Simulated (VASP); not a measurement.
# IrS (P-6m2) in VASP: a series of runs

Runs on IrS. Level: PBE0(alpha). Tasks: single point.

Program: VASP 6.6.1. These are calculated values, not measurements. Logs are shortened: lines on timing, memory, paths and dates and some standing lists are left out, and cuts for length are marked.

## 1. The crystal as given

The structure is hexagonal, space group P-6m2 (No. 187). The conventional cell has a = 3.490 Å, b = 3.490 Å, c = 4.346 Å, α = 90.00°, β = 90.00°, γ = 120.00°. Around Ir (site symmetry -6m2) lie 6 S at 2.96 Å. S (site symmetry -6m2) has 6 Ir at 2.96 Å as nearest neighbours.

The cell was built by a generator and needn't be a form met in nature.

## 2. Single point, PBE0(alpha)

POSCAR reads:

```
IrS
1.0
    3.4896986500      0.0000000000      0.0000000000
   -1.7448493200      3.0221676800      0.0000000000
    0.0000000000      0.0000000000      4.3456873700
Ir S
1 1
Direct
    0.0000000000      0.0000000000      0.5000000000
    0.6666666700      0.3333333300      0.0000000000
```

INCAR.step1 reads:

```
ALGO     = Normal         # electronic algorithm
EDIFF    = 1E-5           # SCF threshold, eV
ENCUT    = 520            # plane-wave cutoff, eV
GGA      = PE             # functional
ISIF     = 2              # what is computed and relaxed
ISMEAR   = -1             # smearing method
LASPH    = True           # aspherical terms in the spheres
LCHARG   = False          # write CHGCAR
LREAL    = False          # projectors in reciprocal space
LWAVE    = True           # write WAVECAR
NELM     = 60             # most SCF steps
PREC     = Accurate       # precision mode
SIGMA    = 0.05           # smearing width, eV
```

INCAR.step2 reads:

```
AEXX     = 0.2            # exact-exchange fraction
ALGO     = Normal         # electronic algorithm
EDIFF    = 1E-6           # SCF threshold, eV
ENCUT    = 520            # plane-wave cutoff, eV
GGA      = PE             # functional
HFRCUT   = -1           
ISIF     = 2              # what is computed and relaxed
ISMEAR   = -1             # smearing method
ISTART   = 1            
LASPH    = True           # aspherical terms in the spheres
LCHARG   = False          # write CHGCAR
LHFCALC  = True           # exact exchange
LREAL    = False          # projectors in reciprocal space
LWAVE    = False          # write WAVECAR
NELM     = 60             # most SCF steps
PREC     = Accurate       # precision mode
PRECFOCK = Fast         
SIGMA    = 0.05           # smearing width, eV
```

KPOINTS reads:

```
k-points
0
Gamma
  5 5 3
```

Potentials or basis: VASP PAW PBE potentials, release 64 (Ir, S).

On the command line:

```bash
$ cat potpaw_PBE.64/Ir/POTCAR potpaw_PBE.64/S/POTCAR > POTCAR
$ cp INCAR.step1 INCAR
$ mpirun -np 1 vasp_std > vasp.out
$ cp INCAR.step2 INCAR
$ mpirun -np 1 vasp_std > vasp.out
```

OUTCAR:

```text
AEXX = 0.2
   EDIFF = 1E-6
   ENCUT = 520
   GGA = PE
   ISIF = 2
   ISMEAR = -1
   ISTART = 1
   LASPH = True
   LHFCALC = True
   LREAL = False
   NELM = 60
   PREC = Accurate
   PRECFOCK = Fast

 ion  position               nearest neighbor table
   1  0.000  0.000  0.500-   2 2.96   2 2.96   2 2.96   2 2.96   2 2.96   2 2.96
   2  0.667  0.333  0.000-   1 2.96   1 2.96   1 2.96   1 2.96   1 2.96   1 2.96

  LATTYP: Found a hexagonal cell.
 ALAT       =     3.4896986500
 C/A-ratio  =     1.2452901542

  Lattice vectors:

 A1 = (   3.4896986500,   0.0000000000,   0.0000000000)
 A2 = (  -1.7448493200,   3.0221676800,   0.0000000000)
 A3 = (   0.0000000000,   0.0000000000,   4.3456873700)

Analysis of symmetry for initial positions (statically):
=====================================================================
 Subroutine PRICEL returns:
 Original cell was already a primitive cell.

 Routine SETGRP: Setting up the symmetry group for a
 hexagonal supercell.

 Subroutine GETGRP returns: Found 12 space group operations
 (whereof 12 operations were pure point group operations)
 out of a pool of 24 trial point group operations.

The static configuration has the point symmetry D_3h.

Analysis of symmetry for dynamics (positions and initial velocities):
=====================================================================
 Subroutine PRICEL returns:
 Original cell was already a primitive cell.

 Routine SETGRP: Setting up the symmetry group for a
 hexagonal supercell.

 Subroutine GETGRP returns: Found 12 space group operations
 (whereof 12 operations were pure point group operations)
 out of a pool of 24 trial point group operations.

The dynamic configuration has the point symmetry D_3h.

 Subroutine INISYM returns: Found 12 space group operations
 (whereof 12 operations are pure point group operations),
 and found     1 'primitive' translations

----------------------------------------------------------------------------------------

                                     Primitive cell

  volume of cell :      45.8316

  direct lattice vectors                    reciprocal lattice vectors
     3.489698650  0.000000000  0.000000000     0.286557695  0.165444162  0.000000000
    -1.744849320  3.022167680  0.000000000     0.000000000  0.330888325  0.000000000
     0.000000000  0.000000000  4.345687370     0.000000000  0.000000000  0.230113194

  length of vectors
     3.489698650  3.489698645  4.345687370     0.330888324  0.330888325  0.230113194

  position of ions in fractional coordinates (direct lattice)
[... 81 lines left out ...]
   IALGO  =     38    algorithm
   IMIX   =      1    mixing-type and parameters
     AMIX     =   0.40;   BMIX     =  1.00
     AMIX_MAG =   1.60;   BMIX_MAG =  1.00
  volume/ion in A,a.u.               =      22.92       154.64
  Fermi-wavevector in a.u.,A,eV,Ry     =   1.128194  2.131977 17.317776  1.272821
  Thomas-Fermi vector in A             =   2.264883
   LORBIT       =      0    0 simple, 1 ext, 2 COOP (PROOUT), +10 PAW based schemes
   GGA     = PE    functional components
   LHFCALC =     T    Hartree Fock is set to
   PRECFOCK=fast      Normal, Fast or Accurate (Low or Medium for compatibility)
   ENCUT4O =  -1.0   cutoff for four orbital integrals eV
   NKREDX  =     1    reduce k-point grid by
   NKREDY  =     1    reduce k-point grid by
   NKREDZ  =     1    reduce k-point grid by
   AEXX    =    0.2000 exact exchange contribution
   HFSCREEN=    0.0000 screening length (either q_TF or 0.3 A-1)
   HFSCREENC=   0.0000 screening length for correlation (either q_TF or 0.3 A-1)
   ENCUTFOCK=  -1.0 apply spherical cutoff to Coloumb kernel
   IVDW    =     0    specifies the selected vdW correction
   LEPSILON=     F    determine dielectric tensor
   LRPA    =     F    only Hartree local field effects (RPA)
 non-spin polarized calculation
  energy-cutoff  :      520.00
  volume of cell :       45.83
 maximum number of plane-waves:      1265
 NGX is ok and might be reduce to    28
  NGX = 16; NGY = 16; NGZ = 20

 number of electron      14.9999997 magnetization

 Free energy of the ion-electron system (eV)
  ---------------------------------------------------
  ext. energy  EPLUGINS =         0.00000000
  ---------------------------------------------------
  free energy    TOTEN  =       -11.90067236 eV

  energy without entropy =      -11.88927169  energy(sigma->0) =      -11.89497203

 E-fermi :   3.2754     XC(G=0):  -8.5698

 val. band max:        3.2484722298   @ k =   0.4000   0.0000   0.3333
 cond. band min:       3.6001261958   @ k =   0.4000   0.0000   0.0000
 fundamental gap:      0.3516539660
 Fermi energy:         3.2753519675

 k-point     1 :       0.0000    0.0000    0.0000
  band No.  band energies     occupation
      1     -11.4836      2.00000
      2      -0.3810      2.00000
      3      -0.3616      2.00000
      4       0.7764      2.00000
      5       0.7764      2.00000
      6       2.1892      2.00000
      7       2.1892      2.00000
      8       3.7846      0.00008
      9       4.1609      0.00000
     10       4.1609      0.00000
     11      12.2630      0.00000
[... 113 lines left out ...]
 k-point    10 :       0.4000    0.2000    0.3333
  band No.  band energies     occupation
      1     -10.1877      2.00000
      2      -1.7824      2.00000
      3      -1.0542      2.00000
      4      -0.4609      2.00000
      5       1.2224      2.00000
      6       2.1781      2.00000
      7       2.4566      2.00000
      8       3.9973      0.00000
      9       4.4474      0.00000
     10       6.3721      0.00000
     11       9.3634      0.00000

------------------------ aborting loop because EDIFF is reached ----------------------------------------

  FORCE on cell =-STRESS in cart. coord.  units (eV):
  Direction    XX          YY          ZZ          XY          YZ          ZX
  --------------------------------------------------------------------------------------
  -------------------------------------------------------------------------------------
  Total       -7.5893049     -7.5893049    -12.2020295     -0.0000000     -0.0000000      0.0000000
  in kB     -265.3063351   -265.3063347   -426.5576062     -0.0000004     -0.0000000      0.0000000
  external PRESSURE =    -319.0567587 kB  Pullay stress =       0.0000000 kB

 VOLUME and BASIS-vectors are now :
 -----------------------------------------------------------------------------
  energy-cutoff  :      520.00
  volume of cell :       45.83
      direct lattice vectors                 reciprocal lattice vectors
     3.489698650  0.000000000  0.000000000     0.286557695  0.165444162  0.000000000
    -1.744849320  3.022167680  0.000000000     0.000000000  0.330888325  0.000000000
     0.000000000  0.000000000  4.345687370     0.000000000  0.000000000  0.230113194

 POSITION                                       TOTAL-FORCE (eV/Angst)
 -----------------------------------------------------------------------------------
      0.00000      0.00000      2.17284         0.000000      0.000000      0.000000
      1.74485      1.00739      0.00000        -0.000000      0.000000      0.000000
 -----------------------------------------------------------------------------------
    total drift:                               -0.000011      0.000014      0.000000

  FREE ENERGIE OF THE ION-ELECTRON SYSTEM (eV)
  ---------------------------------------------------
  free  energy   TOTEN  =       -11.9006723592 eV

  energy  without entropy=      -11.8892716913  energy(sigma->0) =      -11.89497203
```

Wall time 92 s (1 thread of Intel Xeon 6975P-C (Granite Rapids), shared host); peak memory 0.17 GiB.

Results:

* Free energy: -11.9007 eV
* Pressure: -31.9 GPa
* Band gap on the k mesh: none (metal or under the smearing width)

Stress tensor (GPa, compression positive):
```
-26.53   0.00   0.00
  0.00 -26.53   0.00
  0.00   0.00 -42.66
```

Caveat: the k mesh is coarse (spacing up to 0.48 Å⁻¹), so the values aren't converged, least of all with exact exchange; a pressure of tens of GPa on the cell as given is suspect, and the run, the potentials or the cell itself is likely at fault; the PAW data sets were made with another functional, which shifts forces and pressure a little.

## 3. Single point, PBE0(alpha)

POSCAR is that of step 2.

INCAR.step1 is that of step 2.

INCAR.step2, as its differences from that of step 2:

```diff
@@ -1,2 +1,2 @@
-AEXX     = 0.2            # exact-exchange fraction
+AEXX     = 0.25           # exact-exchange fraction
 ALGO     = Normal         # electronic algorithm
```

KPOINTS is that of step 2.

Potentials or basis: VASP PAW PBE potentials, release 64 (Ir, S).

On the command line:

```bash
$ cat potpaw_PBE.64/Ir/POTCAR potpaw_PBE.64/S/POTCAR > POTCAR
$ cp INCAR.step1 INCAR
$ mpirun -np 1 vasp_std > vasp.out
$ cp INCAR.step2 INCAR
$ mpirun -np 1 vasp_std > vasp.out
```

Run time: 99 s. Hardware: 1 thread of Intel Xeon 6975P-C (Granite Rapids), shared host; peak memory 0.17 GiB.

Results (log left out):

| Item | Value |
| --- | --- |
| Free energy | -12.4959 eV |
| Pressure | -32.9 GPa |
| Band gap on the k mesh | none (metal or under the smearing width) |

Stress tensor (GPa, compression positive):
```
-27.12   0.00   0.00
  0.00 -27.12   0.00
  0.00   0.00 -44.32
```

Levels at points of the mesh, in eV from the Fermi level:
| k point | band 3 | band 4 | band 5 | band 6 | band 7 | band 8 | band 9 | band 10 | band 11 |
| --- | --- | --- | --- | --- | --- | --- | --- | --- | --- |
| (0.00, 0.00, 0.00) | -3.81 | -2.67 | -2.67 | -1.19 | -1.19 | 0.66 | 0.99 | 0.99 | 9.22 |

Caveat: the k mesh is coarse (spacing up to 0.48 Å⁻¹), so the values aren't converged, least of all with exact exchange; a pressure of tens of GPa on the cell as given is suspect, and the run, the potentials or the cell itself is likely at fault; the PAW data sets were made with another functional, which shifts forces and pressure a little.

(Part 1 of 2 ends here.)
